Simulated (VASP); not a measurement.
Calculation: r2SCAN meta-GGA, VASP's PBE PAW potentials (set 64) (plane waves; VASP).

VASP input:

File POSCAR:
```
MnS
1.0
  5.2079195330   2.5934903731   2.5934903731
  2.5934903731   5.2079195330   2.5934903731
  2.5934903731   2.5934903731   5.2079195330
Mn S
2 2
Direct
  0.0000000000   0.0000000000   1.0000000000
  0.5000000000   0.5000000000   0.5000000000
  0.2500000000   0.2500000000   0.2500000000
  0.7500000000   0.7500000000   0.7500000000
```

### INCAR
```
! general
SYSTEM  = MnS
PREC    = Accurate
ENCUT   = 520
LREAL   = .FALSE.   ! projection in real space or not
LASPH   = .TRUE.

! electronic loop
EDIFF   = 1E-7
NELM    = 100   ! most electronic steps
ALGO    = Normal   ! blocked Davidson
LMAXMIX = 4
LMIXTAU = .TRUE.

! smearing
ISMEAR  = 0   ! Gaussian
SIGMA   = 0.05   ! width (eV)

! functional
METAGGA = R2SCAN

! spin
ISPIN   = 2   ! spin-polarised
MAGMOM  = 4.3 -4.3 0.0 0.0

! ions
IBRION  = 2
NSW     = 30   ! most ionic steps
ISIF    = 4
EDIFFG  = -0.01

! output
LWAVE   = .FALSE.
LCHARG  = .FALSE.
LORBIT  = 10
```

KPOINTS:
```
Automatic mesh
0
Gamma
7 7 7
0 0 0
```

POTCAR, in this order: Mn_pv S (PBE.64 set). Program: vasp_std.

The run wrote:

File OSZICAR:
```
       N       E                     dE             d eps       ncg     rms          rms(c)
DAV:   1     0.369132470949E+03    0.36913E+03   -0.21868E+04  4304   0.182E+03
DAV:   2    -0.206727438834E+02   -0.38981E+03   -0.38521E+03  4076   0.499E+02
DAV:   3    -0.574124468470E+02   -0.36740E+02   -0.36105E+02  5950   0.140E+02
DAV:   4    -0.585475927873E+02   -0.11351E+01   -0.11039E+01  4827   0.235E+01
DAV:   5    -0.585699762510E+02   -0.22383E-01   -0.22381E-01  5145   0.400E+00    0.156E+01
DAV:   6    -0.522386665430E+02    0.63313E+01   -0.28848E+01  5164   0.605E+01    0.175E+01
DAV:   7    -0.499763071759E+02    0.22624E+01   -0.26521E+00  4356   0.163E+01    0.109E+01
DAV:   8    -0.492793016864E+02    0.69701E+00   -0.62032E-01  5089   0.103E+01    0.587E+00
DAV:   9    -0.498762687896E+02   -0.59697E+00   -0.75675E-01  4076   0.807E+00    0.146E+00
DAV:  10    -0.499186979849E+02   -0.42429E-01   -0.78502E-02  5295   0.340E+00    0.608E-01
DAV:  11    -0.499575925126E+02   -0.38895E-01   -0.32618E-02  4485   0.123E+00    0.237E-01
DAV:  12    -0.499682861697E+02   -0.10694E-01   -0.12172E-02  4514   0.959E-01    0.153E-01
DAV:  13    -0.499687592129E+02   -0.47304E-03   -0.27324E-03  4416   0.493E-01    0.980E-02
DAV:  14    -0.499691606467E+02   -0.40143E-03   -0.41445E-04  4846   0.179E-01    0.472E-02
DAV:  15    -0.499691618171E+02   -0.11704E-05   -0.41723E-05  4860   0.519E-02    0.476E-02
DAV:  16    -0.499691551864E+02    0.66307E-05   -0.12116E-06  4899   0.122E-02    0.442E-02
DAV:  17    -0.499691323055E+02    0.22881E-04   -0.92845E-05  4845   0.631E-02    0.248E-02
DAV:  18    -0.499691161803E+02    0.16125E-04   -0.56848E-06  4447   0.241E-02    0.122E-02
DAV:  19    -0.499691158581E+02    0.32224E-06   -0.35098E-07  5068   0.553E-03    0.116E-02
DAV:  20    -0.499691144900E+02    0.13680E-05   -0.21670E-07  3860   0.440E-03    0.630E-03
DAV:  21    -0.499691146001E+02   -0.11008E-06   -0.83446E-07  4791   0.511E-03    0.320E-03
DAV:  22    -0.499691150407E+02   -0.44055E-06   -0.50160E-08  2430   0.196E-03    0.103E-03
DAV:  23    -0.499691152087E+02   -0.16803E-06   -0.19044E-08  2416   0.859E-04    0.585E-04
DAV:  24    -0.499691152061E+02    0.25802E-08   -0.70877E-09  2395   0.588E-04
   1 F= -.49969115E+02 E0= -.49969115E+02  d E =-.499691E+02  mag=     0.0000
```

OUTCAR:
```
------------------------ aborting loop because EDIFF is reached ----------------------------------------
  FORCE on cell =-STRESS in cart. coord.  units (eV):
  Direction    XX          YY          ZZ          XY          YZ          ZX
  --------------------------------------------------------------------------------------
  Total       -1.0644226     -1.0644226     -1.0644226      0.0027441      0.0027441      0.0027441
  in kB      -24.0021748    -24.0021748    -24.0021748      0.0618774      0.0618774      0.0618774
  external PRESSURE =     -24.0021748 kB  Pullay stress =       0.0000000 kB
  volume of cell :       71.05
      direct lattice vectors                 reciprocal lattice vectors
     5.207919533  2.593490373  2.593490373     0.287062122 -0.095430552 -0.095430552
     2.593490373  5.207919533  2.593490373    -0.095430552  0.287062122 -0.095430552
     2.593490373  2.593490373  5.207919533    -0.095430552 -0.095430552  0.287062122
 POSITION                                       TOTAL-FORCE (eV/Angst)
 -----------------------------------------------------------------------------------
      0.00000      0.00000      0.00000        -0.000000      0.000000     -0.000000
      5.19745      5.19745      5.19745        -0.000000     -0.000000      0.000000
      2.59873      2.59873      2.59873        -0.000000      0.000000      0.000000
      7.79618      7.79618      7.79618         0.000000      0.000000     -0.000000
 -----------------------------------------------------------------------------------
    total drift:                                0.000000     -0.000000     -0.000000
  FREE ENERGIE OF THE ION-ELECTRON SYSTEM (eV)
  ---------------------------------------------------
  free  energy   TOTEN  =       -49.9691152061 eV

  energy  without entropy=      -49.9691152061  energy(sigma->0) =      -49.96911521

 total charge

# of ion       s       p       d       tot
------------------------------------------
    1        0.213   6.153   4.922  11.288
    2        0.213   6.153   4.922  11.288
    3        1.311   2.466   0.000   3.776
    4        1.311   2.466   0.000   3.776
--------------------------------------------------
tot          3.047  17.238   9.844  30.129

 magnetization (x)

# of ion       s       p       d       tot
------------------------------------------
    1        0.018   0.015   4.338   4.371
    2       -0.018  -0.015  -4.338  -4.371
    3        0.000   0.000   0.000   0.000
    4        0.000   0.000   0.000   0.000
--------------------------------------------------
tot          0.000   0.000   0.000   0.000

 reached required accuracy - stopping structural energy minimisation
```
(Selected blocks of OUTCAR.)

**OUTCAR**
```
 val. band max:        5.7756943574   @ k =   0.4286   0.4286   0.4286

 cond. band min:       7.6459162146   @ k =  -0.4286  -0.4286   0.1429


 Fermi energy:         6.0942843144

 spin component 1

 k-point     1 :       0.0000    0.0000    0.0000
  band No.  band energies     occupation
      1     -46.5461      1.00000
      2     -46.5394      1.00000
      3     -46.5394      1.00000
      4     -40.4105      1.00000
      5     -40.4105      1.00000
      6     -40.4048      1.00000
      7      -8.4819      1.00000
      8      -7.1245      1.00000
      9      -0.3789      1.00000
     10       1.7124      1.00000
     11       1.7124      1.00000
     12       2.8730      1.00000
     13       2.8730      1.00000
     14       3.1132      1.00000
     15       4.6465      1.00000
     16       4.6465      1.00000
     17       4.7053      1.00000
     18       4.7529      1.00000
     19       4.7529      1.00000
     20       8.2431      0.00000
     21       8.2431      0.00000
     22       8.3397      0.00000
     23       9.3319      0.00000

 k-point     2 :       0.1429    0.0000    0.0000
  band No.  band energies     occupation
      1     -46.5460      1.00000
      2     -46.5404      1.00000
      3     -46.5396      1.00000
      4     -40.4121      1.00000
      5     -40.4109      1.00000
      6     -40.4045      1.00000
      7      -8.2963      1.00000
      8      -7.0797      1.00000
      9      -0.1096      1.00000
     10       1.5859      1.00000
     11       1.7545      1.00000
     12       2.5866      1.00000
     13       2.7744      1.00000
     14       3.0567      1.00000
     15       3.5465      1.00000
     16       4.1178      1.00000
     17       4.3396      1.00000
     18       4.9066      1.00000
     19       5.2891      1.00000
     20       8.1549      0.00000
     21       8.3632      0.00000
     22       8.4459      0.00000
     23       8.9578      0.00000
...
```

The compound is MnS in the rock salt, AFM-II order structure. This cell is one point of a volume scan, at 1.03 of the reference volume.
